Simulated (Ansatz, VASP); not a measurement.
# ZnO (ZnO (P6_3mc)): VASP beside Ansatz

Aim: how closely do two programs agree when they are given the same cell, functional and k mesh? The cell is taken from a series of runs on this material, whose earlier steps may have relaxed, scaled, displaced or heated it; both programs get it as it stands.

Program: Ansatz 0.2.0. Level of theory: plane waves, with VASP 6.6.1 beside it; single point at HSE06 form with 37.5 % exact exchange, screening 0.20787 1/A with an exact-exchange share of 0.375. Results are calculated unless marked as measured.

**1. Starting point**

Symmetry: P6_3mc, No. 186, hexagonal system. Conventional cell: a = 3.280 Å, b = 3.280 Å, c = 5.293 Å, α = 90.00°, β = 90.00°, γ = 120.00°. Zn has 4 O at 2.00 to 2.01 Å nearest. Nearest to O lie 4 Zn at 2.00 to 2.01 Å. Farther neighbours and most contacts between anions are not listed.

**2. Ansatz: single point, HSE06 form with 37.5 % exact exchange, screening 0.20787 1/A with an exact-exchange share of 0.375**

Ansatz runs on its default PAW (the set named soft_2) files.

A single point gives forces, pressure and levels at one fixed geometry, so differences don't come from the geometry; what else differs is listed under the comparison.

The input, input.yaml:

```yaml
crystal:
  lattice:
    - [3.279520123333, 0.0, 0.0]
    - [-1.639760063333, 2.84014774, 0.0]
    - [0.0, 0.0, 5.293250605]
  atoms:
    - { symbol: Zn, position: [0.3333333333333, 0.6666666666667, 0.499967094] }
    - { symbol: Zn, position: [0.6666666666667, 0.3333333333333, -3.2906e-05] }
    - { symbol: O, position: [0.6666666666667, 0.3333333333333, 0.379042906] }
    - { symbol: O, position: [0.3333333333333, 0.6666666666667, 0.879042906] }
basis:
  ecutwfc: 420.0
  ecutrho_ratio: 4
  xc_grid: 2
  fft_grid_basis: typed
  precision: f64
kpoints:
  mp_grid: { grid: [3, 3, 2] }
  band_path: { path: [VBM, CBM], npoints: 1 }
hamiltonian:
  xc:
    exchange: pbe
    correlation: pbe
    exx: { coeff: 0.375, omega: 0.2078698737088 }
  pseudopotentials: { kind: paw }
scf:
  max_iter: 120
  occupations: { method: fixed }
output:
  forces: true
checkpoint:
  write: "../host.point.run"
  compress: false
  write_wavefunctions: true
  write_every: 100000
```

The run is started by

```sh
ansatz run input.yaml --threads 32 --pin off --max-ram 84787MiB --backend cuda --events-out ev --progress --plain --runs-dir out --max-vram 78GiB
```

Numbers of over 12 decimals in the logs are rounded to 6 here.

Log:

```text
[...]
Engine: ansatz 0.2.0, aarch64-unknown-linux-gnu
[...]
Pseudopotential: Zn, paw, valence charge 12, recommended cutoff 420 eV (normal), Zn.paw.azcp
Pseudopotential: O, paw, valence charge 6, recommended cutoff 420 eV (normal), O.paw.azcp
Functional definition: unnamed
[...]
Crystal: 4 atoms, lattice volume = 49.303 Å³
Basis set: ecut = 420 eV, 989 PW (Γ), exchange–correlation on 48×48×72 points (8 copies of the dense FFT grid, shifted against one another)
Bands: 22, of which v1, the nominal top of the filled ones, is band 18 counted from 1 (17 counted from 0)
[...]
Space group: P63mc (ITA 186), of the structure as read, at distance tolerance 3.7e-5 Å
k-points: 6 of 18
[...]
Functional: x = pbe(κ = 0.804, μ = 0.219515), c = pbe(β = 0.066725), warm-up for x = pbe(κ = 0.804, μ = 0.219515) + 0.375 (exact − pbe) at short range (hse, ω = 0.207869 [...]
[...]
SCF iter   7: F=-7773.332248 eV  HF=-7773.332248 eV  |Δ(HF+E_count)|=   7.01e-9  Δρ=1.26e-6  dr2=5.20e-10  Hψ=537
SCF 3 converged in 7 iterations: F = -7773.332248 eV  dr2 = 5.20e-10
  Residual-converged pass: ⟨swp⟩=2.3  Hψ=246  notcnv=0  max |occ|·‖R‖ = 4.3e-7 eV (tolerance 4.5e-7 eV)  dr2=5.19e-10  dr2_onsite=1.27e-10  max |Δocc| = 0.0e0
[...]
hybrid outer 2: dexx = +8.308e-6 eV, tail = 2.99e-7 eV, Δε = 1.06e-2 eV (about 3.60e-4 eV left of the loop's levels), ΔF = 1.47e-3 eV/Å (tail 7.01e-4)
[...]
hybrid SCF converged: 2 outer / 14 inner (+4 warm-up), last move |dexx| = 8.31e-6 eV, tail = 2.99e-7 eV
[...]
Free energy (F): -7773.332247 eV
[...]
Fermi energy:    4.801634 eV
--- Per-component energies (eV) ---
[...]
--- Forces (eV/Å), atoms counted from 1 ---
[...]
--- Band table (eV; the first three rows and the last of 6) ---
[...]
```

**3. VASP: single point, HSE06 form with 37.5 % exact exchange, screening 0.20787 1/A with an exact-exchange share of 0.375**

The same cell, functional and mesh now go to VASP, with its own data sets.

Lines of VASP's logs that name or quote its potential files are left out, and so is its time.

The run reads the wave functions of an earlier VASP run, which isn't shown here.

The input, INCAR:

```
SYSTEM = ZnO
PREC = Accurate
ENCUT = 520
EDIFF = 1E-06
NELM = 100
ISMEAR = 0
SIGMA = 0.01
LREAL = .FALSE.
ALGO = Normal
LHFCALC = .TRUE.
AEXX = 0.375
GGA = PE
HFSCREEN = 0.2078698737
LASPH = .TRUE.
NBANDS = 24
PRECFOCK = Fast
LORBIT = 11
LWAVE = .FALSE.
LCHARG = .FALSE.
ISIF = 2
```

The input, POSCAR:

```
ZnO
1.0
    3.2795201233      0.0000000000      0.0000000000
   -1.6397600633      2.8401477400      0.0000000000
    0.0000000000      0.0000000000      5.2932506050
Zn O
2 2
Direct
    0.3333333333      0.6666666667      0.4999670940
    0.6666666667      0.3333333333      0.9999670940
    0.6666666667      0.3333333333      0.3790429060
    0.3333333333      0.6666666667      0.8790429060
```

The input, KPOINTS:

```
Automatic mesh
0
Gamma
3 3 2
0 0 0
```

Potentials, in the order of the species: Zn and O (PBE family, release 64).

The run is started by

```sh
export OMP_NUM_THREADS=3
mpirun -np 1 vasp_std
```

Log:

```text
[banner, memory and clock lines left out]
running    1 mpi-ranks, on    1 nodes
 distrk:  each k-point on    1 cores,    1 groups
 distr:  one band on    1 cores,    1 groups
 Offloading initialized ...    1 GPUs detected
 POSCAR found type information on POSCAR ZnO
 POSCAR found :  2 types and       4 ions
 LDA part: xc-table for (Slater+PW92), standard interpolation
 found WAVECAR, reading the header
 POSCAR, INCAR and KPOINTS ok, starting setup
 FFT: planning ... GRIDC
 FFT: planning ... GRID_SOFT
 FFT: planning ... GRID
 reading WAVECAR
 the WAVECAR file was read successfully
 initial charge from wavefunction
 entering main loop
       N       E                     dE             d eps       ncg     rms          rms(c)
DAV:   1    -0.252526953501E+02   -0.25253E+02   -0.25813E+00   360   0.582E+01    0.344E+00
DAV:   2    -0.252438451260E+02    0.88502E-02   -0.10849E+00   344   0.156E+01    0.134E+00
DAV:   3    -0.252390742972E+02    0.47708E-02   -0.11429E-01   384   0.592E+00    0.661E-01
DAV:   4    -0.252396860489E+02   -0.61175E-03   -0.13914E-02   336   0.102E+00    0.375E-01
DAV:   5    -0.252389344805E+02    0.75157E-03   -0.85192E-04   368   0.399E-01    0.210E-01
DAV:   6    -0.252386906057E+02    0.24387E-03   -0.23952E-04   384   0.232E-01    0.121E-01
DAV:   7    -0.252386164371E+02    0.74169E-04   -0.55587E-05   408   0.951E-02    0.714E-02
DAV:   8    -0.252385947439E+02    0.21693E-04   -0.18060E-05   328   0.423E-02    0.429E-02
DAV:   9    -0.252385882734E+02    0.64705E-05   -0.51105E-06   296   0.226E-02    0.255E-02
DAV:  10    -0.252385861478E+02    0.21256E-05   -0.15257E-06   200   0.115E-02    0.150E-02
DAV:  11    -0.252385854669E+02    0.68089E-06   -0.62349E-07   208   0.794E-03
   1 F= -.25238585E+02 E0= -.25238585E+02  d E =-.115812E-34
```

Parts of OUTCAR (step 3):

```text
ion  position               nearest neighbor table
   1  0.333  0.667  0.500-   3 2.00   3 2.00   3 2.00   4 2.01
   2  0.667  0.333  1.000-   4 2.00   4 2.00   4 2.00   3 2.01
   3  0.667  0.333  0.379-   1 2.00   1 2.00   1 2.00   2 2.01
   4  0.333  0.667  0.879-   2 2.00   2 2.00   2 2.00   1 2.01

  LATTYP: Found a hexagonal cell.
 ALAT       =     3.2795201233
 C/A-ratio  =     1.6140320553

 Subroutine GETGRP returns: Found 12 space group operations
 (whereof  6 operations were pure point group operations)

The static configuration has the point symmetry C_3v.
 The point group associated with its full space group is C_6v.

 Found      6 irreducible k-points:

   k-points           NKPTS =      6   k-points in BZ     NKDIM =     18   number of bands    NBANDS=     24

   dimension x,y,z NGX =    24 NGY =   24 NGZ =   40
   dimension x,y,z NGXF=    48 NGYF=   48 NGZF=   80

   ENCUT  =  520.0 eV  38.22 Ry    6.18 a.u.   6.10  6.10  9.84*2*pi/ulx,y,z

   NELECT =      36.0000    total number of electrons

 k-points in reciprocal lattice and weights: Automatic mesh
   0.00000000  0.00000000  0.00000000       0.056
   0.33333333  0.00000000  0.00000000       0.333
   0.33333333  0.33333333  0.00000000       0.111
   0.00000000  0.00000000  0.50000000       0.056
   0.33333333  0.00000000  0.50000000       0.333
   0.33333333  0.33333333  0.50000000       0.111

  exchange ACFDT corr.  =         0.00000000  see jH, gK, PRB 81, 115126

 average (electrostatic) potential at core
       1 -24.7834       2 -24.7834       3 -63.8813       4 -63.8813

 E-fermi :  -0.8993

 k-point     1 :       0.0000    0.0000    0.0000
  band No.  band energies     occupation
    ...
     14      -1.8010      2.00000
     15      -1.8010      2.00000
     16      -1.0110      2.00000
     17      -0.9848      2.00000
     18      -0.9847      2.00000
     19       2.3635      0.00000
     20       7.1159      0.00000
     21      10.1893      0.00000
     22      14.9200      0.00000
     23      14.9200      0.00000
    ...

 k-point     2 :       0.3333    0.0000    0.0000
  band No.  band energies     occupation
    ...
     14      -4.4937      2.00000
     15      -3.5181      2.00000
     16      -2.8832      2.00000
     17      -1.7992      2.00000
     18      -1.5948      2.00000
     19       5.9626      0.00000
     20       9.4382      0.00000
     21       9.7183      0.00000
     22      10.8346      0.00000
     23      13.1385      0.00000
    ...

 k-point     3 :       0.3333    0.3333    0.0000
  band No.  band energies     occupation
    ...
     14      -4.7822      2.00000
     15      -4.7822      2.00000
     16      -3.0130      2.00000
     17      -3.0130      2.00000
     18      -2.7847      2.00000
     19       9.2233      0.00000
     20       9.8006      0.00000
     21       9.8006      0.00000
     22       9.9231      0.00000
     23      12.8074      0.00000
    ...

  Total       -1.4420053     -1.4420053     -1.7977848      0.0000000      0.0000000      0.0000000
  in kB      -46.8601596    -46.8601596    -58.4217560      0.0000000      0.0000000      0.0000000
  external PRESSURE =     -50.7140250 kB  Pullay stress =       0.0000000 kB

  energy-cutoff  :      520.00
  volume of cell :       49.30
      direct lattice vectors                 reciprocal lattice vectors
     3.279520123  0.000000000  0.000000000     0.304922660  0.176047180 -0.000000000
    -1.639760063  2.840147740  0.000000000     0.000000000  0.352094360  0.000000000
     0.000000000  0.000000000  5.293250605     0.000000000 -0.000000000  0.188919829

 POSITION                                       TOTAL-FORCE (eV/Angst)
 -----------------------------------------------------------------------------------
     -0.00000      1.89343      2.64645        -0.000000      0.000000     -0.002294
      1.63976      0.94672      5.29308        -0.000000     -0.000000     -0.002294
      1.63976      0.94672      2.00637         0.000000      0.000000      0.002294
     -0.00000      1.89343      4.65299         0.000000     -0.000000      0.002294
 -----------------------------------------------------------------------------------
    total drift:                               -0.000018     -0.000007     -0.001875

  FREE ENERGIE OF THE ION-ELECTRON SYSTEM (eV)
  ---------------------------------------------------
  free  energy   TOTEN  =       -25.2385854669 eV

  energy  without entropy=      -25.2385854669  energy(sigma->0) =      -25.23858547

 total charge
# of ion       s       p       d       tot
------------------------------------------
    1        0.395   0.449   9.941  10.784
    2        0.395   0.449   9.941  10.784
    3        1.547   3.506   0.000   5.054
    4        1.547   3.506   0.000   5.054
--------------------------------------------------
tot          3.884   7.911  19.881  31.676

[... 3 further parts left out ...]
```

The run ends at a pressure of -5.07 GPa, with forces up to 0.0023 eV/Å.

**4. Side by side**

Known differences besides the potentials themselves: exact exchange at q = 0 is treated differently, which shows on coarse meshes; VASP keeps PBE cores, Ansatz makes them for the functional; fixed occupations in Ansatz, narrow Gaussian smearing in VASP; the cutoff is 420 eV in Ansatz and 520 eV in VASP; VASP takes a coarser grid for exact exchange (PRECFOCK = Fast). Total energies have different zeros and are not compared.

Both answers:

| quantity | Ansatz | VASP | difference |
| --- | --- | --- | --- |
| gap on the k mesh (eV) | 3.387 | 3.348 | +0.039 |

A gap on the mesh is an upper bound, since the band edges may lie between its points.

**5. Results**

| Item | Value |
| --- | --- |
| difference in gap on the k mesh (single point, HSE06 form with 37.5 % exact exchange, screening 0.20787 1/A with an exact-exchange share of 0.375) | 0.039 eV |

**Reading.** The difference in gap on the k mesh is 0.039 eV (single point, HSE06 form with 37.5 % exact exchange, screening 0.20787 1/A with an exact-exchange share of 0.375), within the 0.08 eV picked in this series as the mark of a large difference. How closely two codes agree says nothing of how well the functional describes the real material.

[Lines on the potential files, build, host, timing and source positions are cut from VASP's logs without a mark.]

[Logs are printed without paths, hosts, clocks, repeated set-up lines and the standing remarks that a program may print on its own settings, such as how far it seeks lower states.]

[Hosts, paths, dates, database ids (printed as entryN), source tags and the programs' standing remarks are cut or masked in the printed files.]
